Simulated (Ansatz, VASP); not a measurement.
# One calculation of LiCaF3, two programs

```
Li Ca F
1.0
     3.76124    0.00000    0.00000
     0.00000    3.76124    0.00000
     0.00000    0.00000    3.76124
Li Ca F
1 1 3
Cartesian
  1.8099 1.8099 1.7806
  0.0000 0.0000 0.0000
  0.0000 1.8806 1.8806
  1.8806 1.8806 0.0000
  1.8806 0.0000 1.8806
```

Alike in both runs: task single point; functional PBE; k mesh 6 × 6 × 6; occupations gaussian, width 0.05 eV; no spin polarisation.

|  | VASP | Ansatz |
| --- | --- | --- |
| version | VASP 6.6.1 | Ansatz 0.2.0 |
| potentials or method | VASP PAW PBE potentials, release 64 (Li_sv, Ca_sv, F) | scalar-relativistic, plane waves, PAW |
| plane-wave cutoff (eV) | 520 | 420 |
| valence electrons in the cell | 34 | 34 |

Ansatz gave:

```
gap on the k mesh at the Fermi level (eV) : 6.48
least direct gap on the mesh (eV)         : 6.57
rms of the force components (eV/Å)        : 0.259
```

Problem. Which values does VASP return?

Solution. gap on the k mesh at the Fermi level (eV): 6.47; least direct gap on the mesh (eV): 6.57; rms of the force components (eV/Å): 0.272.

Atom by atom the forces differ by 0.013 eV/Å (rms over components).

 A k mesh can miss the band edges.
